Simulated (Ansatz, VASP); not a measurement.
**One calculation of Ca2SeI2, two programs**

```xyz
5
Lattice="5.2919 0.0000 0.0000 -2.6460 4.5830 0.0000 0.0000 0.0000 9.5587" Properties=species:S:1:pos:R:3 pbc="T T T"
Ca    0.0000    3.0553    0.0000
Ca    2.6460    1.5277    0.0000
Se    0.0000    0.0000    0.0000
I     0.0000    0.0000    6.4084
I     0.0000    0.0000    3.1502
```

Alike in both runs: functional PBE; k mesh 6 × 6 × 2; occupations gaussian, width 0.1 eV; no spin polarisation.

Ansatz relaxed the structure, and its values are those at the end. VASP's run is a single point on that final structure, the one shown.

|  | VASP | Ansatz |
| --- | --- | --- |
| version | VASP 6.6.1 | Ansatz 0.2.0 |
| potentials or method | VASP PAW PBE potentials, release 64 (Ca_sv, Se, I) | scalar-relativistic, plane waves, PAW |
| plane-wave cutoff (eV) | 520 | 420 |
| valence electrons in the cell | 40 | 70 |

|  | VASP | Ansatz | Ansatz less VASP |
| --- | --- | --- | --- |
| gap on the k mesh at the Fermi level (eV) | none | none | - |
| pressure (GPa) | 0.2 | 0.2 | -0.03 |
| rms of the force components (eV/Å) | 0.008 | 0.006 | -0.0020 |

A gap of «none» marks a metal or a gap that the smearing closes. The two sets of potentials don't hold the same shells in valence.

The runs have no spin-orbit coupling, so splittings on I are missing.
